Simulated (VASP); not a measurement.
Here is a VASP 6.6.1 calculation.

POSCAR

```
BPt
1.0
   -1.6113195500      1.6113195500      2.2516265200
    1.6113195500     -1.6113195500      2.2516265200
    1.6113195500      1.6113195500     -2.2516265200
B Pt
1 1
Direct
    0.5000000000      0.5000000000      0.0000000000
    0.0000000000      0.0000000000      0.0000000000
```

Contents of INCAR.step1:

```
  ALGO = Normal
  EDIFF = 1E-5
  ENCUT = 600
  GGA = PE
  ISMEAR = 0
  LASPH = True
  LCHARG = False
  LREAL = False
  LWAVE = True
  NELM = 100
  PREC = Accurate
  SIGMA = 0.05
```

Contents of INCAR.step2:

```
  AEXX = 0.1
  ALGO = Normal
  EDIFF = 1E-7
  EDIFFG = -0.02
  ENCUT = 600
  HFRCUT = -1
  IBRION = 2
  ISIF = 3
  ISMEAR = 0
  ISTART = 1
  LASPH = True
  LCHARG = False
  LHFCALC = True
  LMIXTAU = True
  LREAL = False
  LWAVE = False
  METAGGA = R2SCAN
  NELM = 100
  NSW = 40
  PREC = Accurate
  PRECFOCK = Fast
  SIGMA = 0.05
```

The input KPOINTS:

```
k-points
0
Gamma
  6 6 6
```

Potentials or basis: VASP PAW PBE potentials, release 64 (B, Pt).

Command:

```sh
$ cat potpaw_PBE.64/B/POTCAR potpaw_PBE.64/Pt/POTCAR > POTCAR
$ cp INCAR.step1 INCAR
$ mpirun -np 1 vasp_std > vasp.out
$ cp INCAR.step2 INCAR
$ mpirun -np 1 vasp_std > vasp.out
```

Problem. Estimate the band gap on the k mesh.

Solution. None (metal or under the smearing width).

Problem. What does it give for the relaxed cell?

Solution. a = 3.179 Å, b = 3.179 Å, c = 3.179 Å, α = 119.98°, β = 119.98°, γ = 90.04°.

Problem. Predict the space group after relaxing (to 0.05 Å).

Solution. Fm-3m (No. 225).

Final structure:
```cif
data_structure
_symmetry_space_group_name_H-M 'P 1'
_symmetry_Int_Tables_number 1
_cell_length_a 3.1793
_cell_length_b 3.1793
_cell_length_c 3.1793
_cell_angle_alpha 119.978
_cell_angle_beta 119.978
_cell_angle_gamma 90.039
_cell_volume 22.73
loop_
_atom_site_label
_atom_site_type_symbol
_atom_site_fract_x
_atom_site_fract_y
_atom_site_fract_z
_atom_site_occupancy
B1 B 0.50000 0.50000 0.00000 1
Pt1 Pt 0.00000 0.00000 0.00000 1
```

Caveat: the k mesh is coarse (spacing up to 0.46 Å⁻¹), so the values aren't converged, least of all with exact exchange. The run has no spin-orbit coupling, so splittings on Pt are missing.
